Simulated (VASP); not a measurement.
Method: PBE GGA, VASP's PBE PAW potentials (set 64) (plane waves; VASP).

VASP input:

### POSCAR
```
BN
2.553940
  1.0000000000   0.0000000000   0.0000000000
 -0.5000000000   0.8660254352   0.0000000000
  0.0000000000   0.0000000000   1.6550310501
B N
2 2
Cartesian
  0.5000005000   0.2886748564   1.6545676414
 -0.0000005000   0.5773505788   0.8270521163
  0.5000005000   0.2886748564   1.0348578150
 -0.0000005000   0.5773505788   0.2073422900
```

**INCAR**
```
! general
SYSTEM=BN
PREC  =Accurate
ENCUT =500
LREAL =.False.
LASPH =.True.

! electronic loop
EDIFF =1E-6
NELM  =100
ALGO  =Normal

! smearing
ISMEAR=0
SIGMA =0.05

! functional
GGA   =PE

! output
LWAVE =.True.
LCHARG=.False.
```

KPOINTS:
```
Automatic mesh
0
Gamma
8 8 4
0 0 0
```

POTCAR, in this order: B N (PBE.64 set). Program: vasp_std.

What VASP printed:

OSZICAR:
```
       N       E                     dE             d eps       ncg     rms          rms(c)
DAV:   1     0.492820629760E+02    0.49282E+02   -0.85958E+03   720   0.126E+03
DAV:   2    -0.344430931317E+02   -0.83725E+02   -0.78528E+02  1076   0.270E+02
DAV:   3    -0.367320324021E+02   -0.22889E+01   -0.22823E+01   952   0.444E+01
DAV:   4    -0.367445327802E+02   -0.12500E-01   -0.12494E-01   872   0.349E+00
DAV:   5    -0.367446713143E+02   -0.13853E-03   -0.13851E-03   936   0.344E-01    0.942E+00
DAV:   6    -0.349981358597E+02    0.17465E+01   -0.47783E+00   888   0.179E+01    0.453E+00
DAV:   7    -0.348621323841E+02    0.13600E+00   -0.22176E-01   852   0.458E+00    0.271E+00
DAV:   8    -0.348332356990E+02    0.28897E-01   -0.72020E-02   804   0.251E+00    0.221E-01
DAV:   9    -0.348324567309E+02    0.77897E-03   -0.20536E-03   924   0.466E-01    0.121E-01
DAV:  10    -0.348326953210E+02   -0.23859E-03   -0.39799E-04   832   0.197E-01    0.262E-02
DAV:  11    -0.348327007193E+02   -0.53983E-05   -0.68359E-05   916   0.713E-02    0.136E-02
DAV:  12    -0.348327017422E+02   -0.10229E-05   -0.96047E-06   904   0.304E-02    0.218E-03
DAV:  13    -0.348327018861E+02   -0.14389E-06   -0.23476E-07   508   0.551E-03
   1 F= -.34832702E+02 E0= -.34832702E+02  d E =-.421288E-12
```

OUTCAR:
```
------------------------ aborting loop because EDIFF is reached ----------------------------------------
  FORCE on cell =-STRESS in cart. coord.  units (eV):
  Direction    XX          YY          ZZ          XY          YZ          ZX
  --------------------------------------------------------------------------------------
  Total        0.0625812      0.0625812     -0.0561439     -0.0000000      0.0000000      0.0000000
  in kB        4.1993851      4.1993854     -3.7674251     -0.0000000      0.0000000      0.0000000
  external PRESSURE =       1.5437818 kB  Pullay stress =       0.0000000 kB
  volume of cell :       23.88
      direct lattice vectors                 reciprocal lattice vectors
     2.553940000  0.000000000  0.000000000     0.391551877  0.226062573  0.000000000
    -1.276970000  2.211777000  0.000000000     0.000000000  0.452125146  0.000000000
     0.000000000  0.000000000  4.226850000     0.000000000  0.000000000  0.236582798
  FREE ENERGIE OF THE ION-ELECTRON SYSTEM (eV)
  ---------------------------------------------------
  free  energy   TOTEN  =       -34.8327018861 eV

  energy  without entropy=      -34.8327018861  energy(sigma->0) =      -34.83270189
```
(Selected blocks of OUTCAR.)

The structure comes from a computed database's BN entry (P6_3mc); how it stands against other phases isn't given here. The cell was not relaxed at this level.
